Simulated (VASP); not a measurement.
Here is the system:

```yaml
crystal:
  lattice:
    - [1.48410, -2.57054, 0.00000]
    - [1.48410, 2.57054, 0.00000]
    - [0.00000, 0.00000, 2.89680]
  atoms:
    - { symbol: W, position: [0.00000, 0.00000, 0.00000] }
    - { symbol: C, position: [0.33333, 0.66667, 0.50000] }
```

Calculation: PBE GGA, VASP's PBE PAW potentials (set 64) (plane waves; VASP 6.6.1). Run with 520 eV cut-off, 13×13×11 Γ-centred mesh, first-order Methfessel-Paxton smearing of 0.10 eV, potentials W_sv C.

Unless said otherwise, spin-orbit coupling is left out, though it shifts the bands of the heavy elements here.

Problem. What does the run give for the energy per atom (σ→0), pressure, band gap (on the k-mesh) with the smallest direct gap where there is one?

Solution. 
- band gap (on the k-mesh) = none (metal, semimetal or under 0.01 eV)
- energy per atom (σ→0) = -11.199 eV/atom
- pressure = -16.21 GPa

The absolute energy has meaning only against runs of the same code, potentials and settings.

The compound is WC in the wc structure. The cell was not relaxed at this level.
